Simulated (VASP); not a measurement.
Here is the system:

```yaml
crystal:
  lattice:
    - [5.56874, 0.00000, 0.00000]
    - [-2.78437, 4.82267, 0.00000]
    - [0.00000, 0.00000, 7.13219]
  atoms:
    - { symbol: K, position: [0.33333, 0.66667, 0.66254] }
    - { symbol: K, position: [0.66667, 0.33333, 0.33746] }
    - { symbol: Na, position: [0.00000, 0.00000, 0.50000] }
    - { symbol: Na, position: [0.00000, 0.00000, 0.00000] }
    - { symbol: S, position: [0.33333, 0.66667, 0.21705] }
    - { symbol: S, position: [0.66667, 0.33333, 0.78295] }
    - { symbol: O, position: [0.81125, 0.62249, 0.70920] }
    - { symbol: O, position: [0.18875, 0.37751, 0.29080] }
    - { symbol: O, position: [0.37751, 0.18875, 0.70920] }
    - { symbol: O, position: [0.62249, 0.81125, 0.29080] }
    - { symbol: O, position: [0.81125, 0.18875, 0.70920] }
    - { symbol: O, position: [0.18875, 0.81125, 0.29080] }
    - { symbol: O, position: [0.66667, 0.33333, 0.98631] }
    - { symbol: O, position: [0.33333, 0.66667, 0.01369] }
```

Method: r2SCAN meta-GGA, VASP's PBE PAW potentials (set 64) (plane waves; VASP 6.6.1). Settings: LREAL = Auto, 520 eV cut-off, 5×5×4 Γ-centred mesh, tetrahedra with Blöchl corrections, potentials K_sv Na_pv S O.

Q: Give the energies of bands 35 to 48 at the high-symmetry points, in eV from the valence-band maximum.

A: 
```csv
band,Γ,M,K,A,L,H
35,-2.65,-2.51,-2.49,-2.56,-2.62,-2.54
36,-2.18,-2.44,-2.39,-2.54,-2.56,-2.54
37,-2.18,-2.30,-2.39,-2.14,-2.23,-2.31
38,-1.97,-2.16,-2.04,-2.14,-2.20,-2.11
39,-1.73,-2.07,-2.04,-1.77,-2.17,-2.06
40,-1.73,-1.81,-2.04,-1.77,-1.82,-2.06
41,-0.16,-0.54,-0.55,-0.28,-0.49,-0.51
42,-0.13,-0.43,-0.55,-0.28,-0.45,-0.51
43,-0.12,-0.38,-0.40,-0.16,-0.43,-0.38
44,-0.09,-0.21,-0.15,-0.08,-0.19,-0.22
45,-0.09,-0.20,-0.15,-0.01,-0.19,-0.22
46,-0.07,0.00,-0.13,-0.01,-0.11,-0.19
47,6.20,8.31,8.70,6.96,8.44,8.71
48,8.58,8.32,9.03,7.57,8.55,8.77
```

The gap is indirect, 6.20 eV, from the valence maximum at M to the conduction minimum at Γ.

The structure comes from a computed database's KNaSO4 entry (P-3m1); how it stands against other phases isn't given here. It was relaxed first, which changed the volume by -6 %.
